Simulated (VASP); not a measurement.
Computed with PBE GGA, VASP's PBE PAW potentials (set 64) (plane waves; VASP).

The input files of a VASP run:

**INCAR**
```
SYSTEM = InSb
PREC = Accurate
ENCUT = 480
EDIFF = 1E-7
NELM = 100
ALGO = Normal
LREAL = .FALSE.
LASPH = .TRUE.
ISMEAR = 1
SIGMA = 0.1
GGA = PE
LMAXMIX = 4
LWAVE = .FALSE.
LCHARG = .FALSE.
ISIF = 2
```

**POSCAR**
```
InSb
1
    0.0000000000     3.3163907709     3.3163907709
    3.3163907709     0.0000000000     3.3163907709
    3.3163907709     3.3163907709     0.0000000000
In Sb
1 1
Direct
  0.0000000000   0.0000000000   0.0000000000
  0.2500000000   0.2500000000   0.2500000000
```

File KPOINTS:
```
Automatic mesh
0
Gamma
10 10 10
0 0 0
```

POTCAR, in this order: In_d Sb (PBE.64 set). Program: vasp_std.

What VASP printed:

File OSZICAR:
```
       N       E                     dE             d eps       ncg     rms          rms(c)
DAV:   1     0.109125865765E+03    0.10913E+03   -0.76155E+03  1222   0.126E+03
DAV:   2     0.586486892472E+00   -0.10854E+03   -0.10586E+03  1307   0.299E+02
DAV:   3    -0.683614505836E+01   -0.74226E+01   -0.73734E+01  1607   0.856E+01
DAV:   4    -0.704113073469E+01   -0.20499E+00   -0.20491E+00  1509   0.171E+01
DAV:   5    -0.704926107010E+01   -0.81303E-02   -0.81301E-02  1776   0.269E+00    0.372E+00
DAV:   6    -0.696039748147E+01    0.88864E-01   -0.17597E-01  1648   0.687E+00    0.216E+00
DAV:   7    -0.695035815030E+01    0.10039E-01   -0.67428E-02  1603   0.269E+00    0.609E-01
DAV:   8    -0.695152651959E+01   -0.11684E-02   -0.73495E-03  1532   0.113E+00    0.221E-01
DAV:   9    -0.695214846922E+01   -0.62195E-03   -0.86232E-04  1410   0.289E-01    0.721E-02
DAV:  10    -0.695223496440E+01   -0.86495E-04   -0.68591E-05  1492   0.636E-02    0.279E-02
DAV:  11    -0.695228100628E+01   -0.46042E-04   -0.81676E-05  1312   0.643E-02    0.172E-02
DAV:  12    -0.695228163125E+01   -0.62497E-06   -0.10115E-06  1517   0.795E-03    0.678E-03
DAV:  13    -0.695228253274E+01   -0.90149E-06   -0.18664E-06  1307   0.893E-03    0.338E-03
DAV:  14    -0.695228240894E+01    0.12380E-06   -0.52081E-08  1146   0.230E-03    0.107E-03
DAV:  15    -0.695228242608E+01   -0.17134E-07   -0.17408E-08   751   0.139E-03
   1 F= -.69522824E+01 E0= -.69523678E+01  d E =0.256110E-03
```

### OUTCAR
```
------------------------ aborting loop because EDIFF is reached ----------------------------------------
  FORCE on cell =-STRESS in cart. coord.  units (eV):
  Direction    XX          YY          ZZ          XY          YZ          ZX
  --------------------------------------------------------------------------------------
  Total        0.0127691      0.0127691      0.0127691      0.0000000     -0.0000000      0.0000000
  in kB        0.2804428      0.2804428      0.2804428      0.0000000     -0.0000000      0.0000000
  external PRESSURE =       0.2804428 kB  Pullay stress =       0.0000000 kB
  volume of cell :       72.95
      direct lattice vectors                 reciprocal lattice vectors
     0.000000000  3.316390771  3.316390771    -0.150766310  0.150766310  0.150766310
     3.316390771  0.000000000  3.316390771     0.150766310 -0.150766310  0.150766310
     3.316390771  3.316390771  0.000000000     0.150766310  0.150766310 -0.150766310
  FREE ENERGIE OF THE ION-ELECTRON SYSTEM (eV)
  ---------------------------------------------------
  free  energy   TOTEN  =        -6.9522824261 eV

  energy  without entropy=       -6.9525385361  energy(sigma->0) =       -6.95236780
```
(Selected blocks of OUTCAR.)

The compound is InSb in the zinc blende structure. It was relaxed first, which changed the volume by +7 %.
